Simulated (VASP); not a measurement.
# Sn2C (Fm-3m) in VASP: density of states with PBEsol

Aim: the density of states of Sn2C with PBEsol.

Program: VASP 6.6.1. These are calculated values, not measurements. Logs are shortened: lines on timing, memory, paths and dates and some standing lists are left out, and cuts for length are marked.

### 1 Starting point

The structure is cubic, space group Fm-3m (No. 225). Conventional cell: a = 6.052 Å, b = 6.052 Å, c = 6.052 Å, α = 90.00°, β = 90.00°, γ = 90.00°. Around C (site symmetry m-3m) lie 8 Sn at 2.62 Å. Sn (site symmetry -43m) is surrounded by 4 C at 2.62 Å.

The cell was built by a generator and needn't be a form met in nature.

### 2 Density of states, PBEsol

POSCAR reads:

```
Sn2C
1.0
    0.0000000000      3.0259290000      3.0259290000
    3.0259290000      0.0000000000      3.0259290000
    3.0259290000      3.0259290000      0.0000000000
C Sn
1 2
Direct
    0.0000000000      0.0000000000      0.0000000000
    0.2500000000      0.2500000000      0.2500000000
    0.7500000000      0.7500000000      0.7500000000
```

INCAR.step1 reads:

```
  ALGO = Fast
  EDIFF = 1E-6
  ENCUT = 520
  GGA = PS
  ISIF = 2
  ISMEAR = -1
  LASPH = T
  LCHARG = T
  LREAL = F
  LWAVE = F
  NBANDS = 23
  NELM = 80
  PREC = Accurate
  SIGMA = 0.0172
```

KPOINTS.step1 reads:

```
k-points
0
Gamma
  10 10 10
```

INCAR.step2 reads:

```
  ALGO = Fast
  EDIFF = 1E-6
  ENCUT = 520
  GGA = PS
  ICHARG = 11
  ISIF = 2
  ISMEAR = -5
  LASPH = T
  LCHARG = F
  LORBIT = 11
  LREAL = F
  LWAVE = F
  NEDOS = 1001
  NELM = 80
  PREC = Accurate
  SIGMA = 0.0172
```

KPOINTS.step2 reads:

```
k-points
0
Gamma
  15 15 15
```

Potentials or basis: VASP PAW PBE potentials, release 64 (C, Sn_d).

Launch:

```
> cat potpaw_PBE.64/C/POTCAR potpaw_PBE.64/Sn_d/POTCAR > POTCAR
> cp INCAR.step1 INCAR
> cp KPOINTS.step1 KPOINTS
> mpirun -np 1 vasp_std > vasp.out
> cp INCAR.step2 INCAR
> cp KPOINTS.step2 KPOINTS
> mpirun -np 1 vasp_std > vasp.out
```

OUTCAR:

```text
EDIFF = 1E-6
   ENCUT = 520
   GGA = PS
   ICHARG = 11
   ISIF = 2
   ISMEAR = -5
   LASPH = T
   LORBIT = 11
   LREAL = F
   NELM = 80
   PREC = Accurate

 ion  position               nearest neighbor table
   1  0.000  0.000  0.000-   3 2.62   3 2.62   3 2.62   2 2.62   3 2.62   2 2.62   2 2.62   2 2.62

   2  0.250  0.250  0.250-   1 2.62   1 2.62   1 2.62   1 2.62   3 3.03   3 3.03   3 3.03   3 3.03
                             3 3.03   3 3.03
   3  0.750  0.750  0.750-   1 2.62   1 2.62   1 2.62   1 2.62   2 3.03   2 3.03   2 3.03   2 3.03
                             2 3.03   2 3.03

  LATTYP: Found a face centered cubic cell.
 ALAT       =     6.0518580000

  Lattice vectors:

 A1 = (   0.0000000000,   3.0259290000,   3.0259290000)
 A2 = (   3.0259290000,   0.0000000000,   3.0259290000)
 A3 = (   3.0259290000,   3.0259290000,   0.0000000000)

Analysis of symmetry for initial positions (statically):
=====================================================================
 Subroutine PRICEL returns:
 Original cell was already a primitive cell.

 Routine SETGRP: Setting up the symmetry group for a
 face centered cubic supercell.

 Subroutine GETGRP returns: Found 48 space group operations
 (whereof 48 operations were pure point group operations)
 out of a pool of 48 trial point group operations.

The static configuration has the point symmetry O_h .

Analysis of symmetry for dynamics (positions and initial velocities):
=====================================================================
 Subroutine PRICEL returns:
 Original cell was already a primitive cell.

 Routine SETGRP: Setting up the symmetry group for a
 face centered cubic supercell.

 Subroutine GETGRP returns: Found 48 space group operations
 (whereof 48 operations were pure point group operations)
 out of a pool of 48 trial point group operations.

The dynamic configuration has the point symmetry O_h .

 Subroutine INISYM returns: Found 48 space group operations
 (whereof 48 operations are pure point group operations),
 and found     1 'primitive' translations

----------------------------------------------------------------------------------------

                                     Primitive cell

  volume of cell :      55.4123

  direct lattice vectors                    reciprocal lattice vectors
     0.000000000  3.025929000  3.025929000    -0.165238510  0.165238510  0.165238510
     3.025929000  0.000000000  3.025929000     0.165238510 -0.165238510  0.165238510
     3.025929000  3.025929000  0.000000000     0.165238510  0.165238510 -0.165238510

  length of vectors
     4.279309831  4.279309831  4.279309831     0.286201495  0.286201495  0.286201495

  position of ions in fractional coordinates (direct lattice)
     0.000000000  0.000000000  0.000000000
     0.250000000  0.250000000  0.250000000
     0.750000000  0.750000000  0.750000000

  ion indices of the primitive-cell ions
   primitive index   ion index
                 1           1
                 2           2
                 3           3

----------------------------------------------------------------------------------------

 KPOINTS: k-points

Automatic generation of k-mesh.
 Grid dimensions read from file:
 generate k-points for:   15   15   15

 Generating k-lattice:

  Cartesian coordinates                     Fractional coordinates (reciprocal lattice)
    -0.011015901  0.011015901  0.011015901     0.066666667  0.000000000  0.000000000
     0.011015901 -0.011015901  0.011015901     0.000000000  0.066666667  0.000000000
     0.011015901  0.011015901 -0.011015901     0.000000000  0.000000000  0.066666667

  Length of vectors
     0.019080100  0.019080100  0.019080100

  Shift w.r.t. Gamma in fractional coordinates (k-lattice)
     0.000000000  0.000000000  0.000000000

 TETIRR: Found    484 inequivalent tetrahedra from    20250

 Subroutine IBZKPT returns following result:
 ===========================================

 Found    120 irreducible k-points:

 Following reciprocal coordinates:
            Coordinates               Weight
  0.000000  0.000000  0.000000      1.000000
  0.066667  0.000000  0.000000      8.000000
  0.133333  0.000000  0.000000      8.000000
  0.200000  0.000000  0.000000      8.000000
  0.266667  0.000000  0.000000      8.000000
  0.333333  0.000000  0.000000      8.000000
[... 16 lines left out ...]
  0.133333  0.133333  0.000000      6.000000
  0.200000  0.133333  0.000000     24.000000
 [... further k-points ...]
   k-points           NKPTS =    120   k-points in BZ     NKDIM =    120   number of bands    NBANDS=     20
   number of dos      NEDOS =   1001   number of ions     NIONS =      3
   total plane-waves  NPLWV =  32768
   dimension x,y,z NGX =    32 NGY =   32 NGZ =   32
   dimension x,y,z NGXF=    64 NGYF=   64 NGZF=   64
   ions per type =               1   2
   NGX,Y,Z   is equivalent  to a cutoff of  12.43, 12.43, 12.43 a.u.
   NGXF,Y,Z  is equivalent  to a cutoff of  24.86, 24.86, 24.86 a.u.
 SYSTEM =  unknown system
   PREC   = accura    normal or accurate (medium, high low for compatibility)
   ISTART =      0    job   : 0-new  1-cont  2-samecut
   ICHARG =     11    charge: 1-file 2-atom 10-const
   ISPIN  =      1    spin polarized calculation?
   LNONCOLLINEAR =      F non collinear calculations
   LSORBIT =      F    spin-orbit coupling
   LASPH  =      T    aspherical Exc in radial PAW
   ENCUT  =  520.0 eV  38.22 Ry    6.18 a.u.   7.96  7.96  7.96*2*pi/ulx,y,z
   NELM   =     80;   NELMIN=  2; NELMDL=  0     # of ELM steps
   EDIFF  = 0.1E-05   stopping-criterion for ELM
   LREAL  =      F    real-space projection
   EDIFFG = 0.1E-04   stopping-criterion for IOM
   NSW    =      0    number of steps for IOM
   IBRION =     -1    ionic relax: 0-MD 1-quasi-New 2-CG
   NFREE  =      0    steps in history (QN), initial steepest desc. (CG)
   ISIF   =      2    stress and relaxation
   ISYM   =      2    0-nonsym 1-usesym 2-fastsym
   POTIM  = 0.5000    time-step for ionic-motion
   TEBEG  =    0.0;   TEEND  =   0.0 temperature during run
   PSTRESS=    0.0 pullay stress
   NELECT =      32.0000    total number of electrons
   NUPDOWN=      -1.0000    fix difference up-down
   EMIN   =  10.00;   EMAX   =-10.00  energy-range for DOS
   EFERMI =   0.00;   METHOD = LEGACY
   ISMEAR =    -5;   SIGMA  =   0.02  broadening in eV -4-tet -1-fermi 0-gaus
   EFERMI_NEDOS =   21; number of points for ismear=-14 and -15
   IALGO  =     68    algorithm
   IMIX   =      4    mixing-type and parameters
     AMIX     =   0.40;   BMIX     =  1.00
     AMIX_MAG =   1.60;   BMIX_MAG =  1.00
  volume/ion in A,a.u.               =      18.47       124.65
  Fermi-wavevector in a.u.,A,eV,Ry     =   1.363294  2.576252 25.287376  1.858570
  Thomas-Fermi vector in A             =   2.489709
   LORBIT       =     11    0 simple, 1 ext, 2 COOP (PROOUT), +10 PAW based schemes
   GGA     = PS    functional components
   LHFCALC =     F    Hartree Fock is set to
   AEXX    =    0.0000 exact exchange contribution
   IVDW    =     0    specifies the selected vdW correction
   LEPSILON=     F    determine dielectric tensor
   LRPA    =     F    only Hartree local field effects (RPA)
 non-spin polarized calculation
 RMM-DIIS sequential band-by-band and
 Fermi weights with tetrahedron method with Bloechl corrections
  energy-cutoff  :      520.00
  volume of cell :       55.41
 maximum number of plane-waves:      1516

 number of electron      31.9999999 magnetization

 Free energy of the ion-electron system (eV)
  ---------------------------------------------------
  ext. energy  EPLUGINS =         0.00000000
  ---------------------------------------------------
  free energy    TOTEN  =       -13.96316581 eV

  energy without entropy =      -13.96316581  energy(sigma->0) =      -13.96316581

 E-fermi :   9.3612     XC(G=0): -11.2218

 val. band max:        9.4093901411   @ k =  -0.2667   0.3333   0.0667
 cond. band min:       9.3243467619   @ k =  -0.1333   0.1333   0.0000
 fundamental gap:     -0.0850433792
 Fermi energy:         9.3611970350

 k-point     1 :       0.0000    0.0000    0.0000
  band No.  band energies     occupation
      1     -12.6353      2.00000
      2     -12.6353      2.00000
      3     -12.4609      2.00000
      4     -12.4609      2.00000
      5     -12.4609      2.00000
      6     -12.1824      2.00000
[... 12 lines left out ...]
     19       8.5525      2.48532
     20      14.2367      0.00000

 k-point     2 :       0.0667    0.0000    0.0000
  band No.  band energies     occupation
      1     -12.6292      2.00000
      2     -12.6292      2.00000
      3     -12.4583      2.00000
      4     -12.4573      2.00000
      5     -12.4573      2.00000
      6     -12.1853      2.00000
[... 12 lines left out ...]
     19       9.5988      0.08891
     20      14.0228      0.00000

 k-point     3 :       0.1333    0.0000    0.0000
  band No.  band energies     occupation
      1     -12.6112      2.00000
      2     -12.6112      2.00000
      3     -12.4508      2.00000
      4     -12.4470      2.00000
      5     -12.4470      2.00000
      6     -12.1939      2.00000
[... 12 lines left out ...]
     19      10.7492      0.00000
     20      13.6155      0.00000

 k-point     4 :       0.2000    0.0000    0.0000
  band No.  band energies     occupation
      1     -12.5818      2.00000
      2     -12.5818      2.00000
      3     -12.4382      2.00000
      4     -12.4305      2.00000
      5     -12.4305      2.00000
      6     -12.2082      2.00000
[... 12 lines left out ...]
     19      11.4694      0.00000
     20      13.3146      0.00000

 k-point     5 :       0.2667    0.0000    0.0000
  band No.  band energies     occupation
      1     -12.5422      2.00000
      2     -12.5422      2.00000
      3     -12.4208      2.00000
      4     -12.4089      2.00000
      5     -12.4089      2.00000
      6     -12.2277      2.00000
[... 12 lines left out ...]
     19      11.5859      0.00000
     20      13.2627      0.00000

 k-point     6 :       0.3333    0.0000    0.0000
  band No.  band energies     occupation
      1     -12.4938      2.00000
      2     -12.4938      2.00000
      3     -12.3989      2.00000
      4     -12.3834      2.00000
      5     -12.3834      2.00000
      6     -12.2515      2.00000
[... 12 lines left out ...]
     19      11.4775      0.00000
     20      13.4822      0.00000

 k-point     7 :       0.4000    0.0000    0.0000
  band No.  band energies     occupation
      1     -12.4386      2.00000
      2     -12.4386      2.00000
      3     -12.3740      2.00000
      4     -12.3559      2.00000
      5     -12.3559      2.00000
      6     -12.2782      2.00000
[... 12 lines left out ...]
     19      11.4361      0.00000
     20      13.8509      0.00000
[... 277 lines left out ...]
 k-point    20 :      -0.2000    0.0667    0.0000
  band No.  band energies     occupation
      1     -12.5858      2.00000
      2     -12.5450      2.00000
      3     -12.4373      2.00000
      4     -12.4284      2.00000
      5     -12.4080      2.00000
      6     -12.2258      2.00000
[... 12 lines left out ...]
     19      11.8357      0.00000
     20      12.6719      0.00000

 k-point    21 :      -0.1333    0.0667    0.0000
  band No.  band energies     occupation
      1     -12.6116      2.00000
      2     -12.5838      2.00000
      3     -12.4498      2.00000
      4     -12.4443      2.00000
      5     -12.4296      2.00000
      6     -12.2072      2.00000
[... 12 lines left out ...]
     19      11.3092      0.00000
     20      12.9526      0.00000

 k-point    22 :      -0.0667    0.0667    0.0000
  band No.  band energies     occupation
      1     -12.6263      2.00000
      2     -12.6122      2.00000
      3     -12.4567      2.00000
      4     -12.4542      2.00000
      5     -12.4464      2.00000
      6     -12.1935      2.00000
[... 12 lines left out ...]
     19      10.3420      0.00000
     20      13.4526      0.00000

 k-point    23 :       0.1333    0.1333    0.0000
  band No.  band energies     occupation
      1     -12.6312      2.00000
      2     -12.5780      2.00000
      3     -12.4681      2.00000
      4     -12.4330      2.00000
      5     -12.4330      2.00000
      6     -12.2034      2.00000
[... 12 lines left out ...]
     19      11.1661      0.00000
     20      12.0224      0.00000

 k-point    24 :       0.2000    0.1333    0.0000
  band No.  band energies     occupation
      1     -12.6234      2.00000
      2     -12.5463      2.00000
      3     -12.4680      2.00000
      4     -12.4177      2.00000
      5     -12.4172      2.00000
      6     -12.2157      2.00000
[... 12 lines left out ...]
     19      11.5636      0.00000
     20      12.0524      0.00000

 [... further k-points ...]

------------------------ aborting loop because EDIFF is reached ----------------------------------------

  FORCE on cell =-STRESS in cart. coord.  units (eV):
  Direction    XX          YY          ZZ          XY          YZ          ZX
  --------------------------------------------------------------------------------------
  -------------------------------------------------------------------------------------
  Total        3.2846619      3.2846619      3.2846619     -0.0000000     -0.0000000      0.0000000
  in kB       94.9718860     94.9718860     94.9718860     -0.0000000     -0.0000000      0.0000000
  external PRESSURE =      94.9718860 kB  Pullay stress =       0.0000000 kB

 VOLUME and BASIS-vectors are now :
 -----------------------------------------------------------------------------
  energy-cutoff  :      520.00
  volume of cell :       55.41
      direct lattice vectors                 reciprocal lattice vectors
     0.000000000  3.025929000  3.025929000    -0.165238510  0.165238510  0.165238510
     3.025929000  0.000000000  3.025929000     0.165238510 -0.165238510  0.165238510
     3.025929000  3.025929000  0.000000000     0.165238510  0.165238510 -0.165238510

 POSITION                                       TOTAL-FORCE (eV/Angst)
 -----------------------------------------------------------------------------------
      0.00000      0.00000      0.00000         0.000000     -0.000000      0.000000
      1.51296      1.51296      1.51296        -0.000000      0.000000      0.000000
      4.53889      4.53889      4.53889         0.000000     -0.000000     -0.000000
 -----------------------------------------------------------------------------------
    total drift:                               -0.000000     -0.000000      0.000000

  FREE ENERGIE OF THE ION-ELECTRON SYSTEM (eV)
  ---------------------------------------------------
  free  energy   TOTEN  =       -13.9631658075 eV

  energy  without entropy=      -13.9631658075  energy(sigma->0) =      -13.96316581

 total charge

# of ion       s       p       d       tot
------------------------------------------
    1        1.014   1.127   0.000   2.141
    2        1.287   0.971  10.034  12.292
    3        1.287   0.971  10.034  12.292
--------------------------------------------------
tot          3.589   3.070  20.068  26.726
```

Run time: 52 s. Hardware: 1 thread of Intel Xeon 6975P-C (Granite Rapids), shared host; peak memory 0.25 GiB.

Results:

- Valence electrons inside the program's atomic spheres: C 2.14; Sn 12.29

States per cell in windows of 1 eV (zero at the Fermi level; states under -8 eV left out):
```csv
from (eV),total,C1_p,Sn2_p,Sn3_p,Sn2_s,Sn3_s,C1_s
-8.0,0.99,0.05,0.04,0.04,0.18,0.18,0.09
-7.0,0.83,0.05,0.04,0.04,0.15,0.15,0.08
-6.0,0.95,0.08,0.09,0.09,0.11,0.11,0.06
-5.0,1.00,0.15,0.13,0.13,0.04,0.04,0.01
-4.0,1.07,0.19,0.12,0.12,0.05,0.05,0.01
-3.0,1.56,0.24,0.17,0.17,0.11,0.11,0.07
-2.0,0.95,0.13,0.11,0.11,0.06,0.06,0.06
-1.0,1.21,0.16,0.15,0.15,0.09,0.09,0.03
0.0,1.83,0.32,0.23,0.23,0.05,0.05,0.02
1.0,1.62,0.40,0.17,0.17,0.06,0.06,0.02
2.0,1.91,0.40,0.26,0.26,0.05,0.05,0.02
3.0,1.44,0.24,0.23,0.23,0.03,0.03,0.01
4.0,0.76,0.09,0.15,0.15,0.01,0.01,0.00
5.0,0.29,0.02,0.07,0.07,0.00,0.00,0.00
6.0,0.14,0.01,0.04,0.04,0.00,0.00,0.00
7.0,0.01,0.00,0.00,0.00,0.00,0.00,0.00
```

Caveat: the PAW data sets were made with another functional, which shifts forces and pressure a little; tetrahedron occupations give inexact forces and stress in metals.
